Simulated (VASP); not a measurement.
All values below come from PBEsol GGA, VASP's PBE PAW potentials (set 64) (plane waves; VASP).

VASP input:

File KPOINTS:
```
Automatic mesh
0
Gamma
16 16 16
0 0 0
```

File POSCAR:
```
Pd
1
    0.0000000000     1.9358714148     1.9358714148
    1.9358714148    -0.0000000000     1.9358714148
    1.9358714148     1.9358714148    -0.0000000000
Pd
1
Direct
  0.0000000000   0.0000000000   0.0000000000
```

### INCAR
```
SYSTEM  =  Pd
PREC  =  Accurate; ENCUT  =  500; LREAL  =  .FALSE.
LASPH  =  .TRUE.
EDIFF  =  1E-6; NELM  =  100; ALGO  =  Normal
LMAXMIX  =  4
ISMEAR  =  1; SIGMA  =  0.1
GGA  =  PS
IBRION  =  2; NSW  =  40; ISIF  =  3
EDIFFG  =  -0.02
LWAVE  =  .FALSE.; LCHARG  =  .FALSE.
```

POTCAR, in this order: Pd (PBE.64 set). Program: vasp_std.

What VASP printed:

OSZICAR:
```
       N       E                     dE             d eps       ncg     rms          rms(c)
DAV:   1     0.371332671488E+02    0.37133E+02   -0.51945E+03  2651   0.101E+03
DAV:   2    -0.598409813506E+01   -0.43117E+02   -0.42028E+02  2825   0.192E+02
DAV:   3    -0.634280191596E+01   -0.35870E+00   -0.35493E+00  3055   0.204E+01
DAV:   4    -0.634464398000E+01   -0.18421E-02   -0.18418E-02  3105   0.135E+00
DAV:   5    -0.634466337913E+01   -0.19399E-04   -0.19400E-04  2977   0.121E-01    0.873E+00
DAV:   6    -0.597764225280E+01    0.36702E+00   -0.17059E+00  2665   0.123E+01    0.391E+00
DAV:   7    -0.596450138859E+01    0.13141E-01   -0.98717E-03  2919   0.932E-01    0.208E+00
DAV:   8    -0.595947223237E+01    0.50292E-02   -0.13596E-03  2817   0.290E-01    0.628E-02
DAV:   9    -0.595947645550E+01   -0.42231E-05   -0.11581E-05  3748   0.372E-02    0.123E-02
DAV:  10    -0.595948002538E+01   -0.35699E-05   -0.13140E-06  2870   0.102E-02    0.113E-03
DAV:  11    -0.595948002526E+01    0.12847E-09   -0.13937E-08  1390   0.120E-03
   1 F= -.59594800E+01 E0= -.59594960E+01  d E =-.595948E+01
       N       E                     dE             d eps       ncg     rms          rms(c)
DAV:   1    -0.596192768488E+01   -0.24477E-02   -0.50698E-02  2650   0.256E+00    0.340E-01
DAV:   2    -0.595945431120E+01    0.24734E-02   -0.12403E-02  2643   0.102E+00    0.850E-02
DAV:   3    -0.595943275655E+01    0.21555E-04   -0.88876E-05  3023   0.730E-02    0.506E-02
DAV:   4    -0.595943004597E+01    0.27106E-05   -0.28051E-05  2895   0.442E-02    0.296E-03
DAV:   5    -0.595943017189E+01   -0.12592E-06   -0.27430E-07  2134   0.470E-03
   2 F= -.59594302E+01 E0= -.59594412E+01  d E =0.498534E-04
       N       E                     dE             d eps       ncg     rms          rms(c)
DAV:   1    -0.596052779285E+01   -0.10977E-02   -0.20777E-02  2653   0.163E+00    0.220E-01
DAV:   2    -0.595950600720E+01    0.10218E-02   -0.50785E-03  2639   0.654E-01    0.523E-02
DAV:   3    -0.595950172683E+01    0.42804E-05   -0.37374E-05  3037   0.473E-02    0.312E-02
DAV:   4    -0.595950534072E+01   -0.36139E-05   -0.11834E-05  2886   0.287E-02    0.209E-03
DAV:   5    -0.595950535723E+01   -0.16514E-07   -0.97551E-08  1444   0.308E-03
   3 F= -.59595054E+01 E0= -.59595196E+01  d E =-.253320E-04
```

**OUTCAR**
```
------------------------ aborting loop because EDIFF is reached ----------------------------------------
  FORCE on cell =-STRESS in cart. coord.  units (eV):
  Direction    XX          YY          ZZ          XY          YZ          ZX
  --------------------------------------------------------------------------------------
  Total        0.0003062      0.0003062      0.0003062      0.0000000      0.0000000      0.0000000
  in kB        0.0337556      0.0337556      0.0337556      0.0000000      0.0000000      0.0000000
  external PRESSURE =       0.0337556 kB  Pullay stress =       0.0000000 kB
  volume of cell :       14.53
      direct lattice vectors                 reciprocal lattice vectors
     0.000000000  1.936916163  1.936916163    -0.258142303  0.258142303  0.258142303
     1.936916163 -0.000000000  1.936916163     0.258142303 -0.258142303  0.258142303
     1.936916163  1.936916163 -0.000000000     0.258142303  0.258142303 -0.258142303
 POSITION                                       TOTAL-FORCE (eV/Angst)
 -----------------------------------------------------------------------------------
      0.00000      0.00000      0.00000         0.000000      0.000000      0.000000
 -----------------------------------------------------------------------------------
    total drift:                               -0.000000     -0.000000     -0.000000
  FREE ENERGIE OF THE ION-ELECTRON SYSTEM (eV)
  ---------------------------------------------------
  free  energy   TOTEN  =        -5.9595053572 eV

  energy  without entropy=       -5.9595479533  energy(sigma->0) =       -5.95951956

 reached required accuracy - stopping structural energy minimisation
```
(Selected blocks of OUTCAR.)

### CONTCAR
```
Pd
   1.00000000000000
     0.0000000000000000    1.9369161631551022    1.9369161631551022
     1.9369161631551022   -0.0000000000000000    1.9369161631551022
     1.9369161631551022    1.9369161631551022   -0.0000000000000000
  Pd
     1
Direct
     0.0000000000000000    0.0000000000000000    0.0000000000000000
```

The compound is Pd in the fcc structure. This run relaxes it. Symmetry was kept, so distortions that lower it aren't found.
